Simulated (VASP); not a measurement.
A convergence study with VASP on MoTe$_{2}$ (space group no. 194 when undisturbed): one setting is varied, all else stays as given below, so the limit is that of these other settings. One atom is moved off its site, so that forces are finite.

```xyz
6
Lattice="1.7653 -3.0576 0.0000 1.7653 3.0576 0.0000 0.0000 0.0000 14.0019" Properties=species:S:1:pos:R:3 pbc="T T T"
Te     1.7653     1.0192    12.3577
Te     1.7653    -1.0192     5.3067
Te     1.7653    -1.0192     1.6942
Te     1.7653     1.0192     8.6952
Mo     1.7653     1.0192     3.5005
Mo     1.7653    -1.0192    10.5014
```

Calculation: LDA (Ceperley-Alder, Perdew-Zunger), VASP's LDA PAW potentials (set 64) (plane waves; VASP). The tightest run used: 720 eV cut-off, 8×8×2 Γ-centred mesh, Fermi-Dirac smearing of 0.010 eV, potentials Te Mo_sv.

Task: The settings run are ENCUT = 105; ENCUT = 120; ENCUT = 135; ENCUT = 150; ENCUT = 165; ENCUT = 180; ENCUT = 210; ENCUT = 240; ENCUT = 270; ENCUT = 330; ENCUT = 360; ENCUT = 405; ENCUT = 450; ENCUT = 525; ENCUT = 600; ENCUT = 720. From which on does the energy per atom stay within 0.01 eV/atom of the tightest run?

Result: From ENCUT = 240 on: it is off by 0.0067 there and by no more than 0.01 in any finer run, while ENCUT = 210 is off by 0.0400.
```json
[
 {"setting": "ENCUT = 105", "E (eV/atom)": "4.6167", "pressure (GPa)": "-444.34", "largest force (eV/Å)": "1.690", "plane waves": "388", "difference judged (eV/atom)": "11.4775"},
 {"setting": "ENCUT = 120", "E (eV/atom)": "-1.4661", "pressure (GPa)": "-286.22", "largest force (eV/Å)": "1.534", "plane waves": "470", "difference judged (eV/atom)": "5.3948"},
 {"setting": "ENCUT = 135", "E (eV/atom)": "-4.5910", "pressure (GPa)": "-174.83", "largest force (eV/Å)": "1.360", "plane waves": "555", "difference judged (eV/atom)": "2.2699"},
 {"setting": "ENCUT = 150", "E (eV/atom)": "-5.7807", "pressure (GPa)": "-104.99", "largest force (eV/Å)": "1.143", "plane waves": "664", "difference judged (eV/atom)": "1.0801"},
 {"setting": "ENCUT = 165", "E (eV/atom)": "-6.3817", "pressure (GPa)": "-61.86", "largest force (eV/Å)": "1.023", "plane waves": "749", "difference judged (eV/atom)": "0.4791"},
 {"setting": "ENCUT = 180", "E (eV/atom)": "-6.6525", "pressure (GPa)": "-36.55", "largest force (eV/Å)": "0.960", "plane waves": "846", "difference judged (eV/atom)": "0.2084"},
 {"setting": "ENCUT = 210", "E (eV/atom)": "-6.8209", "pressure (GPa)": "-13.08", "largest force (eV/Å)": "0.884", "plane waves": "1060", "difference judged (eV/atom)": "0.0400"},
 {"setting": "ENCUT = 240", "E (eV/atom)": "-6.8542", "pressure (GPa)": "-6.01", "largest force (eV/Å)": "0.882", "plane waves": "1304", "difference judged (eV/atom)": "0.0067"},
 {"setting": "ENCUT = 270", "E (eV/atom)": "-6.8608", "pressure (GPa)": "-4.47", "largest force (eV/Å)": "0.886", "plane waves": "1549", "difference judged (eV/atom)": "0.0000"},
 {"setting": "ENCUT = 330", "E (eV/atom)": "-6.8606", "pressure (GPa)": "-4.55", "largest force (eV/Å)": "0.891", "plane waves": "2078", "difference judged (eV/atom)": "0.0003"},
 {"setting": "ENCUT = 360", "E (eV/atom)": "-6.8602", "pressure (GPa)": "-4.54", "largest force (eV/Å)": "0.894", "plane waves": "2395", "difference judged (eV/atom)": "0.0006"},
 {"setting": "ENCUT = 405", "E (eV/atom)": "-6.8605", "pressure (GPa)": "-4.41", "largest force (eV/Å)": "0.895", "plane waves": "2828", "difference judged (eV/atom)": "0.0003"},
 {"setting": "ENCUT = 450", "E (eV/atom)": "-6.8607", "pressure (GPa)": "-4.32", "largest force (eV/Å)": "0.895", "plane waves": "3316", "difference judged (eV/atom)": "0.0001"},
 {"setting": "ENCUT = 525", "E (eV/atom)": "-6.8609", "pressure (GPa)": "-4.28", "largest force (eV/Å)": "0.896", "plane waves": "4204", "difference judged (eV/atom)": "0.0000"},
 {"setting": "ENCUT = 600", "E (eV/atom)": "-6.8608", "pressure (GPa)": "-4.29", "largest force (eV/Å)": "0.897", "plane waves": "5082", "difference judged (eV/atom)": "0.0000"},
 {"setting": "ENCUT = 720", "E (eV/atom)": "-6.8608", "pressure (GPa)": "-4.27", "largest force (eV/Å)": "0.897", "plane waves": "6667", "difference judged (eV/atom)": "0.0000"}
]
```

Left out are rungs that failed or repeat a setting and relaxations that didn't move; long series are thinned to 24 rows.

The structure is a typed MoTe2 crystal (space group no. 194). The cell was not relaxed at this level, it is distorted from the ideal structure.
